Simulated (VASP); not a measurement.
```
InGe63
1.0
   11.56740     0.00000     0.00000
    0.00000    11.56740     0.00000
    0.00000     0.00000    11.56740
Ge In
63 1
Direct
  0.50000   0.00000   0.00000
  0.62500   0.12500   0.12500
  0.75000   0.25000   0.00000
  0.87500   0.37500   0.12500
  0.75000   0.00000   0.25000
  0.87500   0.12500   0.37500
  0.00000   0.00000   0.00000
  0.12500   0.12500   0.12500
  0.25000   0.25000   0.00000
  0.37500   0.37500   0.12500
  0.50000   0.50000   0.00000
  0.62500   0.62500   0.12500
  0.75000   0.75000   0.00000
  0.87500   0.87500   0.12500
  0.25000   0.00000   0.25000
  0.37500   0.12500   0.37500
  0.50000   0.25000   0.25000
  0.62541   0.37913   0.37851
  0.75000   0.50000   0.25000
  0.87500   0.62500   0.37500
  0.50000   0.00000   0.50000
  0.62500   0.12500   0.62500
  0.75000   0.25000   0.50000
  0.87500   0.37500   0.62500
  0.75000   0.00000   0.75000
  0.87500   0.12500   0.87500
  0.00000   0.50000   0.00000
  0.12500   0.62500   0.12500
  0.25000   0.75000   0.00000
  0.37500   0.87500   0.12500
  0.00000   0.25000   0.25000
  0.12500   0.37500   0.37500
  0.25000   0.50000   0.25000
  0.37594   0.62669   0.37536
  0.50000   0.75000   0.25000
  0.62500   0.87500   0.37500
  0.00000   0.00000   0.50000
  0.12500   0.12500   0.62500
  0.25000   0.25000   0.50000
  0.37607   0.37914   0.62646
  0.62290   0.62138   0.62654
  0.75000   0.75000   0.50000
  0.87500   0.87500   0.62500
  0.25000   0.00000   0.75000
  0.37500   0.12500   0.87500
  0.50000   0.25000   0.75000
  0.62500   0.37500   0.87500
  0.75000   0.50000   0.75000
  0.87500   0.62500   0.87500
  0.00000   0.75000   0.25000
  0.12500   0.87500   0.37500
  0.00000   0.50000   0.50000
  0.12500   0.62500   0.62500
  0.25000   0.75000   0.50000
  0.37500   0.87500   0.62500
  0.00000   0.25000   0.75000
  0.12500   0.37500   0.87500
  0.25000   0.50000   0.75000
  0.37500   0.62500   0.87500
  0.50000   0.75000   0.75000
  0.62500   0.87500   0.87500
  0.00000   0.75000   0.75000
  0.12500   0.87500   0.87500
  0.49953   0.49756   0.50341
```
Cell charge -1.

Calculation: PBE GGA, VASP's PBE PAW potentials (set 64) (plane waves; VASP). Numerical set-up: PREC = Normal, LREAL = Auto, ISYM = 0, NELECT = 256.0, EDIFF = 1E-5, 400 eV cut-off, 1×1×1 Γ-centred mesh, Gaussian smearing of 0.050 eV, potentials Ge In.

The cell is charged, with a uniform compensating background. The supercell is sampled at Γ alone, which is coarse: total energies, pressure and levels can be off, energies of defects by several tenths of an eV.

Problem. The ions are relaxed. What does this cell relax into?

Solution. 
```
InGe63
1.0
   11.56740     0.00000     0.00000
    0.00000    11.56740     0.00000
    0.00000     0.00000    11.56740
Ge In
63 1
Direct
  0.50007   0.00013   0.00020
  0.62573   0.12402   0.12427
  0.74982   0.25005   0.99979
  0.87603   0.37418   0.12405
  0.74978   0.99949   0.25034
  0.87609   0.12394   0.37417
  0.00001   0.00002   0.99998
  0.12473   0.12474   0.12471
  0.25041   0.25025   0.00066
  0.37594   0.37574   0.12467
  0.49997   0.49993   0.00009
  0.62426   0.62427   0.12425
  0.74981   0.74985   0.00038
  0.87529   0.87528   0.12472
  0.25040   0.00074   0.25040
  0.37596   0.12480   0.37585
  0.49994   0.24873   0.24868
  0.63246   0.36855   0.36833
  0.75191   0.50082   0.24820
  0.87556   0.62439   0.37590
  0.50000   0.00005   0.49992
  0.62417   0.12448   0.62414
  0.75190   0.24825   0.50059
  0.87583   0.37566   0.62428
  0.74970   0.00051   0.74967
  0.87526   0.12466   0.87526
  0.99997   0.50003   0.00033
  0.12399   0.62573   0.12413
  0.25009   0.74995   0.99983
  0.37421   0.87624   0.12401
  0.00059   0.25030   0.25031
  0.12459   0.37584   0.37576
  0.24841   0.49962   0.24832
  0.36796   0.63263   0.36777
  0.50078   0.75202   0.24804
  0.62436   0.87547   0.37595
  0.99991   0.99996   0.50005
  0.12400   0.12388   0.62571
  0.24833   0.24845   0.49976
  0.36687   0.36780   0.63356
  0.63219   0.63183   0.63312
  0.75145   0.75137   0.49993
  0.87585   0.87601   0.62567
  0.25021   0.99956   0.74977
  0.37421   0.12386   0.87613
  0.50054   0.24817   0.75198
  0.62430   0.37560   0.87584
  0.75215   0.49912   0.75222
  0.87623   0.62583   0.87618
  0.99961   0.74984   0.25031
  0.12395   0.87625   0.37418
  0.00004   0.50000   0.49991
  0.12424   0.62443   0.62412
  0.24813   0.75204   0.50057
  0.37582   0.87565   0.62426
  0.99969   0.25005   0.74984
  0.12369   0.37409   0.87643
  0.24756   0.50107   0.75247
  0.37571   0.62444   0.87592
  0.49941   0.75193   0.75208
  0.62581   0.87626   0.87616
  0.00031   0.74992   0.74971
  0.12470   0.87528   0.87524
  0.49896   0.49987   0.50122
```
Cell charge -1.

Problem. How much energy does the relaxation gain?

Solution. The energy (σ→0) changes by -8.8 meV/atom, in 8 ionic steps.

The cell is a supercell with a defect, built from Ge (diamond): In_Ge, charge -1. The run is not spin-polarised, so no state with unpaired spins was tried.
